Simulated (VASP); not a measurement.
Here is a VASP 6.6.1 calculation.

INCAR

```
SYSTEM = Cu3SF
PREC = Accurate ; ENCUT = 520
EDIFF = 1E-7 ; ISMEAR = 0
SIGMA = 0.05 ; LREAL = .False.
LASPH = .True. ; NELM = 60
ALGO = Fast ; ISIF = 2
LWAVE = .False. ; LCHARG = .True.
GGA = CA ; LELF = .True.
LVHAR = .True. ; NBANDS = 31
```

File KPOINTS:

```
Automatic mesh
0
Gamma
  4 4 4
  0 0 0
```

The input POSCAR:

```
Cu3SF
1.0
    4.0617201614      0.0000000000      0.0000000000
    0.0000000000      4.0617201614      0.0000000000
    0.0000000000      0.0000000000      4.0617201614
S F Cu
1 1 3
Direct
    0.0000000000      0.0000000000      0.0000000000
    0.5000000000      0.5000000000      0.5000000000
    0.5000000000      0.5000000000      0.0000000000
    0.5000000000      0.0000000000      0.5000000000
    0.0000000000      0.5000000000      0.5000000000
```

Potentials or basis: VASP PAW LDA potentials, release 64 (S, F, Cu).

The run is started by

```sh
$ cat potpaw_LDA.64/S/POTCAR potpaw_LDA.64/F/POTCAR potpaw_LDA.64/Cu/POTCAR > POTCAR
$ mpirun -np 1 vasp_std > vasp.out
```

What does it give for the band gap on the k mesh?

None (metal or under the smearing width).

Predict the pressure.

-4.3 GPa.

Caveat: the k mesh is coarse (spacing up to 0.39 Å⁻¹), so the values aren't converged; the run has no spin polarisation, though such a crystal can be magnetic; semilocal functionals often make such compounds metallic where correlation or magnetic order opens a gap, which also shifts bond lengths. With open d or f shells a metallic result of LDA can be an artefact of self-interaction; +U or a hybrid may open a gap.
